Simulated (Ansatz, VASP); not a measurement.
# MgH2 in two plane-wave programs

Wanted: the spread between two codes on one cell, functional and k mesh. The cell is generated by rule, not measured, and may not be a known phase. The two relaxations start from unlike cells of this crystal (the structure described is Ansatz's start), so only their ends are compared.

Calculated with Ansatz 0.2.0; plane waves, with VASP 6.6.1 beside it; relaxation of cell and atoms at LDA.

The structure was built from a prototype and need not be the compound's stable phase.

### 1. Set-up

Symmetry: P-3m1, No. 164, trigonal system. Conventional cell: a = 2.967 Å, b = 2.967 Å, c = 4.183 Å, α = 90.00°, β = 90.00°, γ = 120.00°. Nearest to Mg lie 6 H at 1.95 Å. Nearest to H lie 3 Mg at 1.95 Å. Farther neighbours are not listed.

### 2. VASP: relaxation of cell and atoms, LDA

The relaxed volume is the usual yardstick between codes: in a stiff, nearly cubic crystal its relative difference is about their pressure difference at one cell divided by the bulk modulus.

Lines of VASP's logs that name or quote its potential files are left out, and so is its time.

Input file INCAR:

```
SYSTEM = MgH2
PREC = Accurate
ENCUT = 600
EDIFF = 1E-07
NELM = 120
ISMEAR = 0
SIGMA = 0.01
LREAL = .FALSE.
ALGO = Normal
GGA = CA
NBANDS = 8
LORBIT = 11
LWAVE = .FALSE.
LCHARG = .FALSE.
ISIF = 3
IBRION = 2
NSW = 80
EDIFFG = -0.005
LASPH = .TRUE.
GGA_COMPAT = .FALSE.
NELMIN = 4
EFERMI = MIDGAP
KPAR = 2
```

Input file POSCAR:

```
MgH2
1.0
    2.9599794346     -0.0000000014      0.0000000000
   -1.4799892198      2.5634170544      0.0000000000
    0.0000000000      0.0000000000      4.1326517106
Mg H
1 2
Direct
    0.0000000000      0.0000000000      0.0000000000
    0.3333331561      0.6666665370      0.2269044284
    0.6666665069      0.3333334630      0.7730955716
```

Input file KPOINTS:

```
Automatic mesh
0
Gamma
9 9 8
0 0 0
```

The projector-augmented-wave data sets are Mg and H (LDA family, release 64).

On the command line:

```console
$ mpirun -np 2 vasp_std
```

Numbers of over 12 decimals in the logs are rounded to 6 here.

What it wrote:

```text
[banner, memory and clock lines left out]
running    2 mpi-ranks, on    1 nodes
 distrk:  each k-point on    1 cores,    2 groups
 distr:  one band on    1 cores,    1 groups

 POSCAR found type information on POSCAR MgH
 POSCAR found :  2 types and       3 ions
 LDA part: xc-table for (Slater(with rela. corr.)+CA(PZ))
 , standard interpolation
 POSCAR, INCAR and KPOINTS ok, starting setup
 FFT: planning ... GRIDC
 FFT: planning ... GRID_SOFT
 FFT: planning ... GRID
 WAVECAR not read
 entering main loop
       N       E                     dE             d eps       ncg     rms          rms(c)
DAV:   1    -0.350296874875E+01   -0.35030E+01   -0.19290E+03  1336   0.424E+02
DAV:   2    -0.979614712813E+01   -0.62932E+01   -0.61063E+01  1680   0.407E+01
DAV:   3    -0.992661437651E+01   -0.13047E+00   -0.13047E+00  1648   0.722E+00
DAV:   4    -0.992681821878E+01   -0.20384E-03   -0.20384E-03  1960   0.262E-01
DAV:   5    -0.992681839249E+01   -0.17370E-06   -0.17370E-06  1712   0.586E-03    0.450E+00
DAV:   6    -0.941598170081E+01    0.51084E+00   -0.41598E-01  1392   0.253E+00    0.229E+00
DAV:   7    -0.922658753937E+01    0.18939E+00   -0.55406E-01  1440   0.312E+00    0.337E-01
DAV:   8    -0.922743449185E+01   -0.84695E-03   -0.81902E-03  1544   0.511E-01    0.832E-02
DAV:   9    -0.922723808129E+01    0.19641E-03   -0.90960E-04  1728   0.126E-01    0.237E-02
DAV:  10    -0.922722788122E+01    0.10200E-04   -0.61974E-05  1464   0.351E-02    0.545E-03
DAV:  11    -0.922722824383E+01   -0.36260E-06   -0.15803E-06  1720   0.669E-03    0.147E-03
DAV:  12    -0.922722824619E+01   -0.23604E-08   -0.94973E-08  1472   0.135E-03
   1 F= -.92272282E+01 E0= -.92272282E+01  d E =-.922723E+01
 curvature:   0.00 expect dE= 0.000E+00 dE for cont linesearch  0.000E+00
 trial: gam= 0.00000 g(F)=  0.231E-05 g(S)=  0.706E-05 ort = 0.000E+00 (trialstep = 0.100E+01)
 search vector abs. value=  0.937E-05
 bond charge predicted
       N       E                     dE             d eps       ncg     rms          rms(c)
DAV:   1    -0.922723645880E+01   -0.82150E-05   -0.52350E-05  1784   0.495E-02    0.233E-03
DAV:   2    -0.922723640594E+01    0.52861E-07   -0.31054E-07  1448   0.338E-03    0.146E-03
DAV:   3    -0.922723638142E+01    0.24521E-07   -0.19994E-07  1480   0.158E-03    0.245E-04
DAV:   4    -0.922723638158E+01   -0.15390E-09   -0.60231E-09   752   0.445E-04
   2 F= -.92272364E+01 E0= -.92272364E+01  d E =-.813539E-05
 trial-energy change:   -0.000008  1 .order   -0.000008   -0.000009   -0.000007
 step:   3.8383(harm=  3.8383)  dis= 0.00091  next Energy=    -9.227246 (dE=-0.180E-04)
 reached required accuracy - stopping structural energy minimisation
```

OUTCAR, selected parts (step 2):

```text
ion  position               nearest neighbor table
   1  0.000  0.000  0.000-   2 1.95   3 1.95   3 1.95   2 1.95   2 1.95   3 1.95
   2  0.333  0.667  0.227-   1 1.95   1 1.95   1 1.95
   3  0.667  0.333  0.773-   1 1.95   1 1.95   1 1.95

  LATTYP: Found a hexagonal cell.
 ALAT       =     2.9599794346
 C/A-ratio  =     1.3961758188

 Subroutine GETGRP returns: Found 12 space group operations
 (whereof 12 operations were pure point group operations)

The static configuration has the point symmetry D_3d.

 Found     81 irreducible k-points:

   k-points           NKPTS =     81   k-points in BZ     NKDIM =     81   number of bands    NBANDS=      8

   dimension x,y,z NGX =    24 NGY =   24 NGZ =   36
   dimension x,y,z NGXF=    48 NGYF=   48 NGZF=   72

   ENCUT  =  600.0 eV  44.10 Ry    6.64 a.u.   5.91  5.91  8.25*2*pi/ulx,y,z

   NELECT =       4.0000    total number of electrons

 k-points in reciprocal lattice and weights: Automatic mesh
   0.00000000  0.00000000  0.00000000       0.002
   0.11111111 -0.00000000  0.00000000       0.009
   0.22222222 -0.00000000  0.00000000       0.009
   0.33333333 -0.00000000  0.00000000       0.009
   0.44444444 -0.00000000  0.00000000       0.009
   0.11111111  0.11111111  0.00000000       0.009
   0.22222222  0.11111111  0.00000000       0.019
   0.33333333  0.11111111  0.00000000       0.019
   0.44444444  0.11111111  0.00000000       0.009
[...]
0.33333333  0.22222222  0.50000000       0.019
   0.33333333  0.33333333  0.50000000       0.003

 average (electrostatic) potential at core
       1 -40.2743       2 -34.3378       3 -34.3378

 E-fermi :   1.0734

 k-point     1 :       0.0000    0.0000    0.0000
  band No.  band energies     occupation
      1      -7.5095      2.00000
      2      -1.2476      2.00000
      3       4.4412      0.00000
      4      12.3829      0.00000
      5      13.9590      0.00000
      6      13.9591      0.00000
      7      14.2575      0.00000
    ...

 k-point     2 :       0.1111   -0.0000    0.0000
  band No.  band energies     occupation
      1      -7.2518      2.00000
      2      -1.1125      2.00000
      3       4.7035      0.00000
      4       9.8863      0.00000
      5      12.5756      0.00000
      6      13.0269      0.00000
      7      15.5190      0.00000
    ...

 k-point     3 :       0.2222   -0.0000    0.0000
  band No.  band energies     occupation
      1      -6.4941      2.00000
      2      -0.8020      2.00000
      3       5.4104      0.00000
      4       7.0168      0.00000
      5      10.4771      0.00000
      6      11.8234      0.00000
      7      14.6289      0.00000
    ...

  Total        0.0062645      0.0062645     -0.0126961      0.0000000      0.0000000      0.0000000
  in kB        0.3200562      0.3200561     -0.6486482      0.0000001      0.0000000      0.0000000
  external PRESSURE =      -0.0028453 kB  Pullay stress =       0.0000000 kB

  energy-cutoff  :      600.00
  volume of cell :       31.36
      direct lattice vectors                 reciprocal lattice vectors
     2.960459179 -0.000000001  0.000000000     0.337785438  0.195020473 -0.000000000
    -1.480229092  2.563832525 -0.000000000     0.000000000  0.390041077  0.000000000
     0.000000000 -0.000000000  4.131631077    -0.000000000  0.000000000  0.242035163

 POSITION                                       TOTAL-FORCE (eV/Angst)
 -----------------------------------------------------------------------------------
      0.00000      0.00000      0.00000         0.000000      0.000000      0.000000
     -0.00000      1.70922      0.93725        -0.000000      0.000000     -0.003736
      1.48023      0.85461      3.19438         0.000000     -0.000000      0.003736
 -----------------------------------------------------------------------------------
    total drift:                                0.000051     -0.000000     -0.000000

  FREE ENERGIE OF THE ION-ELECTRON SYSTEM (eV)
  ---------------------------------------------------
  free  energy   TOTEN  =        -9.2272363816 eV

  energy  without entropy=       -9.2272363816  energy(sigma->0) =       -9.22723638

 reached required accuracy - stopping structural energy minimisation

 total charge
# of ion       s       p       d       tot
------------------------------------------
    1        0.167   0.176   0.046   0.389
    2        0.542   0.004   0.000   0.546
    3        0.542   0.004   0.000   0.546
--------------------------------------------------
tot          1.251   0.184   0.046   1.481

[... 3 further parts left out ...]
```

CONTCAR:

```
MgH2
   1.00000000000000
     2.9604591790723624   -0.0000000013073465    0.0000000000000000
    -1.4802290918751111    2.5638325250929550   -0.0000000000000000
     0.0000000000000000   -0.0000000000000000    4.1316310774613045
  Mg              H
     1     2
Direct
     0.0000000000000000    0.0000000000000000    0.0000000000000000
     0.3333331560999966    0.6666665369999976    0.2268472668355606
     0.6666665069000004    0.3333334630000024    0.7731527331644394
```

The run keeps the 12 symmetry operations of its start, so it cannot find a distortion of lower symmetry.

### 3. Ansatz: relaxation of cell and atoms, LDA

Ansatz runs on its default PAW (the set named soft_2) files.

Its own start cell and the same functional (in two slightly different forms) and mesh now go to Ansatz, which takes its cutoff from its data sets.

Input file input.yaml:

```yaml
crystal:
  lattice:
    - [2.9672685093, 0.0, 0.0]
    - [-1.4836342547, 2.5697299089, 0.0]
    - [0.0, 0.0, 4.1826684448]
  atoms:
    - { symbol: Mg, position: [0.0, 0.0, 0.0] }
    - { symbol: H, position: [0.3333333333, 0.6666666667, 0.2234780069] }
    - { symbol: H, position: [0.6666666667, 0.3333333333, 0.7765219931] }
kpoints:
  mp_grid: { grid: [9, 9, 8] }
hamiltonian:
  xc: lda
scf:
  occupations: { method: fixed }
output:
  forces: true
  stress: true
  eigenvalues: true
relax:
  adjacent_minimum: "off"
  f_tol: 0.001
  max_steps: 60
  cell: { stress_tol: 0.01 }
```

On the command line:

```console
$ ansatz run input.yaml --threads 8 --pin off --max-ram 14336MiB --backend cpu --events-out ev --progress --plain --runs-dir out
```

What it wrote:

```text
Engine: ansatz 0.2.0, x86_64-unknown-linux-gnu
Pseudopotentials: kind: paw
Pseudopotential: Mg, paw, valence charge 10, recommended cutoff 420 eV (normal), Mg.paw.azcp
Pseudopotential: H, paw, valence charge 1, recommended cutoff 420 eV (normal), H.paw.azcp
Functional definition: SPW92
  exchange = slater_x
  correlation = pw_c
Crystal: 3 atoms, lattice volume = 31.893 Å³
Basis set: ecut = 420 eV, 613 PW (Γ)
Bands: 10, of which v1, the nominal top of the filled ones, is band 6 counted from 1 (5 counted from 0)
Symmetry: 12 space group operations
Space group: P-3m1 (ITA 164), of the structure as read, at distance tolerance 3.2e-5 Å
k-points: 81 of 648
Non-local potential: Mg, projectors of the file, l = 0: 3, l = 1: 2, l = 2: 1
Non-local potential: H, projectors of the file, l = 0: 2, l = 1: 1
PAW form: soft (Blöchl's): semilocal exchange-correlation on the pseudo side does not see the compensation charge
PAW frozen core: Mg, regenerated for the run's functional, and the local potential with it (the file was generated under x = pbe(κ = 0.804, μ = 0.219515), c = pbe(β = 0.066725))
PAW one-centre angular grid: Mg, 110 points (default); XC on 64 Gauss nodes
PAW one-centre angular grid: H, 110 points (default); XC on 64 Gauss nodes
Initial density: superposition of atomic densities (neutral atoms: chi_scale 0, normalization atom), corrected by the library's trained network
Initial wavefunctions: pseudopotential atomic-orbital guess
Functional: x = slater, c = lda
SCF iter   1: F=—  HF=-1933.264529 eV  |F-HF|=—  |Δ(HF+E_count)|=         —  Δρ=1.18e-2  dr2=2.96e-2  ethr=1.77e-3  ⟨swp⟩=4.7  Hψ=4618  notcnv=0  defer=144
preconditioner: auto → none  [insulator: Δε(μ)=3.399 eV  Ē_g=10.883 eV  n_scr=2 (ndim 8)  ℏωp=13.2 eV  f_vac=0.007  ε∞_Penn≈2.5]
SCF iter   2: F=—  HF=-1933.251727 eV  |F-HF|=—  |Δ(HF+E_count)|=   1.28e-2  Δρ=3.82e-3  dr2=3.14e-3  ethr=2.46e-4  ⟨swp⟩=1.6  Hψ=1521  notcnv=0  defer=118
SCF iter   3: F=—  HF=-1933.250337 eV  |F-HF|=—  |Δ(HF+E_count)|=   1.39e-3  Δρ=2.15e-4  dr2=2.73e-5  ethr=2.61e-5  ⟨swp⟩=2.2  Hψ=1214  notcnv=0  defer=158
SCF iter   4: F=—  HF=-1933.250331 eV  |F-HF|=—  |Δ(HF+E_count)|=   5.57e-6  Δρ=9.51e-5  dr2=3.49e-6  ethr=2.27e-7  ⟨swp⟩=1.6  Hψ=884  notcnv=0  defer=34
SCF iter   5: F=—  HF=-1933.250331 eV  |F-HF|=—  |Δ(HF+E_count)|=   8.78e-9  Δρ=2.84e-5  dr2=4.05e-7  ethr=2.91e-8  ⟨swp⟩=2.5  Hψ=1069  notcnv=0  defer=34
SCF iter   6: F=-1933.250331 eV  HF=-1933.250331 eV  |F-HF|=5.35e-8  |Δ(HF+E_count)|=   1.64e-7  Δρ=1.09e-5  dr2=7.57e-8  ethr=8.33e-10  ⟨swp⟩=6.0  Hψ=3544  notcnv=0
SCF 1 converged in 6 iterations: F = -1933.250331 eV  dr2 = 7.57e-8
  greatest PAW one-centre occupation: 1.000 electrons in one spin orbital (limit 2), on the Mg atom at site 0 (counted from 0), in its partial waves of l = 1
relax step   1: F+E_penalty+E_count = -1933.25033104 eV  Δ(F+E_penalty+E_count) = +0.000e0 eV  max|allowed force component| = 2.162e-4 eV/Å  Δτ_max = 0.0000 Å  P = +0.004 GPa  Ω = 31.893 Å³  (6 SCF iters, dr2 threshold 1.00e-7 eV, accepted)
[...]
relax step   2: F+E_penalty+E_count = -1933.25032573 eV  Δ(F+E_penalty+E_count) = +5.307e-6 eV  max|allowed force component| = 4.163e-4 eV/Å  Δτ_max = 0.0003 Å  P = +0.004 GPa  Ω = 31.902 Å³  energy of the carried Pulay correction = -5.760e-6 eV  (4 SCF iters, dr2 threshold 3.14e-10 eV, accepted)
[...]
relax step   3: F+E_penalty+E_count = -1933.25032002 eV  Δ(F+E_penalty+E_count) = +5.711e-6 eV  max|allowed force component| = 2.228e-5 eV/Å  Δτ_max = 0.0002 Å  P = +0.001 GPa  Ω = 31.912 Å³  energy of the carried Pulay correction = -1.179e-5 eV  (4 SCF iters, dr2 threshold 2.84e-10 eV, accepted)
[...]
relax step   4: F+E_penalty+E_count = -1933.25033104 eV  Δ(F+E_penalty+E_count) = -1.102e-5 eV  max|allowed force component| = 2.909e-5 eV/Å  Δτ_max = 0.0000 Å  P = +0.002 GPa  Ω = 31.912 Å³  stress off target by 2.03e-3 GPa  SCF on the basis re-selected at this cell (its energy is not comparable with the rows above)  (5 SCF iters)
basis re-selected at this cell: Δ(F+E_penalty+E_count) = -1.102e-5 eV, ΔP = +0.000 GPa vs the last step (what re-selecting the basis moved, of the pressure what is left beyond the Pulay correction that the steps carried, after the strain that the cell walked since its last selection, with what the two solves' SCF thresholds leave and, on support functions, any second-order correction that the steps lacked; it is no m [...]
SCF converged after 5 iterations
Free energy (F): -1933.250331 eV
Harris-Foulkes:  -1933.250331 eV  (|F-HF|=2.27e-13)
Internal energy: -1933.250331 eV  (E = F + TS)
E sigma→0 (E₀):  -1933.250331 eV
Fermi energy:    1.509558 eV
--- Per-component energies (eV) ---
  E_band       = -380.640832
  E_kinetic    = 103.558593
  E_local      = -1827.965445  (includes V_loc(G=0)·N_el)
  E_nonlocal   = 98.667802
  E_hartree    = 667.516504
  E_xc         = -46.762345
  E_vxc        = -60.901755  (∫ρ·V_xc dr)
  E_paw        = -271.770673  (= ΣΔE_a)
  E_vpaw       = -29.030732  (= ΣTr[D̂ρ^β])
  E_aug_tail   = -0.002322  (compensation charges beyond the density's cutoff)
  E_ewald      = -656.642926
  E_core_change = 0.150479  (= ΣΔE_core)
  E_smearing   = -0.000000  (= −TS)
  E_closure    = 0.000000  (closes the sum)
  Σ components = -1933.250331   (vs F -1933.250331, Δ=0.00e0)
--- Forces (eV/Å), atoms counted from 1 ---
  atom   1  Mg     0.00000000     0.00000000     0.00000000
  atom   2  H      0.00000000     0.00000000    -0.00002909
  atom   3  H     -0.00000000    -0.00000000     0.00002909
  max |Σ_I F_I| component: 2.89e-19 eV/Å
--- Stress (GPa, compression-positive) ---
        0.002034       0.000000      -0.000000
       -0.000000       0.002034       0.000000
       -0.000000       0.000000       0.001025
  P = ⅓ Tr σ = 0.0017 GPa (0.017 kbar)
--- Band table (eV; the first three rows and the last of 81) ---
  k-point 0: bands = ["-71.5607", "-39.0081", "-38.9498", "-38.9498", "-5.2377", "0.8958", "6.5886", "14.5008", "16.1275", "16.1275"]
  k-point 1: bands = ["-71.5607", "-39.0081", "-38.9498", "-38.9498", "-5.1425", "0.4513", "7.2389", "14.5657", "16.1831", "16.1831"]
  k-point 2: bands = ["-71.5607", "-39.0083", "-38.9498", "-38.9498", "-4.8769", "-0.4661", "8.7623", "14.6347", "16.1375", "16.3264"]
  k-point 80: bands = ["-71.5538", "-38.9989", "-38.9918", "-38.9918", "0.3418", "0.3418", "6.9066", "6.9066", "7.3407", "8.0417"]
--- Relaxed structure (3 steps of the walk, 3 accepted, 1 SCFs on fresh bases) ---
  F+E_penalty+E_count = -1933.25033104 eV   max|allowed force component| = 2.909e-5 eV/Å   (the final SCF, on the basis selected at the relaxed cell)
  cell:  # Å, volume = 31.9117 Å³
    - [2.967216, 2.8866940428312713e-11, 0]
    - [-1.483608, 2.569685, 0]
    - [0, 0, 4.185242]
  atoms:
    - { symbol: Mg, position: [0, 0, 0] }
    - { symbol: H, position: [0.333333, 0.666667, 0.223355] }
    - { symbol: H, position: [0.666667, 0.333333, 0.776645] }
```

The column dr2 measures how far the density is from self-consistency, as an energy; F and HF (Harris–Foulkes) agree once it is small.

### 4. Comparison

Known differences besides the potentials themselves: the two LDA forms differ slightly; fixed occupations in Ansatz, narrow Gaussian smearing in VASP; the data sets hold 12 valence electrons in Ansatz (on its default PAW (the set named soft_2) files) and 4 in VASP; the cutoff is 420 eV in Ansatz and 600 eV in VASP; VASP's log shows a relativistic correction to its local exchange, Ansatz's none; Ansatz adds a Pulay correction to the stress that steers its cell, VASP none. Total energies have different zeros and are not compared.

The two programs side by side:

```
                                         quantity  Ansatz   VASP  difference
                                      volume (Å³)   31.91  31.36     +1.76 %
edge a after relaxation, in the typed setting (Å)   2.967  2.961     +0.23 %
edge c after relaxation, in the typed setting (Å)   4.185  4.132     +1.30 %
```

### 5. What came out

- difference in volume (relaxation of cell and atoms, LDA): 1.8 %

**Reading.** The difference in volume is 1.8 % (relaxation of cell and atoms, LDA), beyond the 1.2 % picked in this series as the mark of a large difference, as far as the stopping tolerances let one tell. The data sets hold unlike numbers of valence electrons (12 in Ansatz and 4 in VASP), so part of the differences comes from the potentials. What causes the difference of the relaxation of cell and atoms, LDA pair stays open here. 1 further run of this series is not shown here. Such differences can come from data sets, numerical settings and the points named under the comparisons, not from the functional's error against experiment.

[Lines on the potential files, build, host, timing and source positions are cut from VASP's logs without a mark.]

[Logs are printed without paths, hosts, clocks, repeated set-up lines and the standing remarks that a program may print on its own settings, such as how far it seeks lower states.]

[Hosts, paths, dates, database ids (printed as entryN), source tags and the programs' standing remarks are cut or masked in the printed files.]
